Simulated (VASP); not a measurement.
Given:

```
CELL_PARAMETERS angstrom
      0.00000     2.51004     2.51004
      2.51004     0.00000     2.51004
      2.51004     2.51004     0.00000
ATOMIC_POSITIONS crystal
  Hf 0.00000 0.00000 0.00000
  O  0.25000 0.25000 0.25000
  O  0.75000 0.75000 0.75000
```

The numbers are results of AM05 GGA, VASP's PBE PAW potentials (set 64) (plane waves; VASP), not measurements. Numerical set-up: 520 eV cut-off, 7×7×7 Γ-centred mesh, Gaussian smearing of 0.050 eV, potentials Hf_pv O.

Problem. Predict the energy per atom (σ→0).

Solution. 
```yaml
energy per atom (σ→0): -994.8 kJ/mol of atoms
```

Only differences to runs with the same potentials and settings are physical.

The compound is HfO2 in the fluorite structure, the high-temperature cubic form, which is unstable at 0 K; the monoclinic form is the stable one. It was relaxed first. The start is the result of an earlier pass.
